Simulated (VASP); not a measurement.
Output of a VASP run:

OSZICAR:
```
       N       E                     dE             d eps       ncg     rms          rms(c)
DAV:   1     0.208882052539E+03    0.20888E+03   -0.16058E+04   696   0.157E+03
DAV:   2    -0.534662603010E+01   -0.21423E+03   -0.21035E+03   766   0.393E+02
DAV:   3    -0.142133352731E+02   -0.88667E+01   -0.88456E+01   734   0.915E+01
DAV:   4    -0.142569554522E+02   -0.43620E-01   -0.43610E-01   752   0.641E+00
DAV:   5    -0.142571071945E+02   -0.15174E-03   -0.15174E-03   738   0.351E-01    0.109E+01
DAV:   6    -0.127624362712E+02    0.14947E+01   -0.45489E+00   910   0.408E+01    0.831E+00
DAV:   7    -0.127678860153E+02   -0.54497E-02   -0.64877E-01   683   0.878E+00    0.479E+00
DAV:   8    -0.127440380296E+02    0.23848E-01   -0.13631E-01   704   0.377E+00    0.674E-01
DAV:   9    -0.127362604128E+02    0.77776E-02   -0.31126E-02   871   0.239E+00    0.864E-02
DAV:  10    -0.127365073672E+02   -0.24695E-03   -0.25295E-03   685   0.571E-01    0.604E-02
DAV:  11    -0.127365234980E+02   -0.16131E-04   -0.78090E-05   722   0.162E-01    0.355E-02
DAV:  12    -0.127365198233E+02    0.36747E-05   -0.32181E-05   745   0.640E-02    0.886E-03
DAV:  13    -0.127365200686E+02   -0.24528E-06   -0.16947E-06   639   0.149E-02
   1 F= -.12736520E+02 E0= -.12736520E+02  d E =-.127365E+02
```

File OUTCAR:
```
------------------------ aborting loop because EDIFF is reached ----------------------------------------
  FORCE on cell =-STRESS in cart. coord.  units (eV):
  Direction    XX          YY          ZZ          XY          YZ          ZX
  --------------------------------------------------------------------------------------
  Total       -0.0103403     -0.0103403     -0.0103403      0.0000000      0.0000000      0.0000000
  in kB       -0.4412441     -0.4412441     -0.4412441      0.0000000      0.0000000      0.0000000
  external PRESSURE =      -0.4412441 kB  Pullay stress =       0.0000000 kB
  volume of cell :       37.55
      direct lattice vectors                 reciprocal lattice vectors
     0.000000000  2.657737702  2.657737702    -0.188129927  0.188129927  0.188129927
     2.657737702  0.000000000  2.657737702     0.188129927 -0.188129927  0.188129927
     2.657737702  2.657737702  0.000000000     0.188129927  0.188129927 -0.188129927
 POSITION                                       TOTAL-FORCE (eV/Angst)
 -----------------------------------------------------------------------------------
      0.00000      0.00000      0.00000         0.000000     -0.000000     -0.000000
      1.32887      1.32887      1.32887        -0.000000     -0.000000     -0.000000
      3.98661      3.98661      3.98661         0.000000      0.000000      0.000000
 -----------------------------------------------------------------------------------
    total drift:                                0.000000      0.000000      0.000000
  FREE ENERGIE OF THE ION-ELECTRON SYSTEM (eV)
  ---------------------------------------------------
  free  energy   TOTEN  =       -12.7365200686 eV

  energy  without entropy=      -12.7365200686  energy(sigma->0) =      -12.73652007

 reached required accuracy - stopping structural energy minimisation
```
(Selected blocks of OUTCAR.)

File POSCAR:
```
CdF2
1
    0.0000000000     2.6577377018     2.6577377018
    2.6577377018     0.0000000000     2.6577377018
    2.6577377018     2.6577377018     0.0000000000
Cd F
1 2
Direct
  0.0000000000   0.0000000000   0.0000000000
  0.2500000000   0.2500000000   0.2500000000
  0.7500000000   0.7500000000   0.7500000000
```

### Question
Reconstruct the remaining input files.

### Answer
This is not unique; one that fits is the input of the run itself, LDA (Ceperley-Alder, Perdew-Zunger), plane waves, VASP's LDA PAW potentials (set 64).

### INCAR
```
ALGO = Normal
EDIFF = 1E-6
EDIFFG = -0.02
ENCUT = 520
IBRION = 2
ISIF = 3
ISMEAR = 0
LASPH = .True.
LCHARG = .False.
LMAXMIX = 4
LREAL = .False.
LWAVE = .False.
NELM = 100
NSW = 60
PREC = Accurate
SIGMA = 0.05
SYSTEM = CdF2
```

**KPOINTS**
```
kpoints
0
gamma
  7 7 7
```

POTCAR, in this order: Cd F (LDA.64 set). Program: vasp_std.

The compound is CdF2 in the fluorite structure. It was relaxed first. The start is the result of an earlier pass.
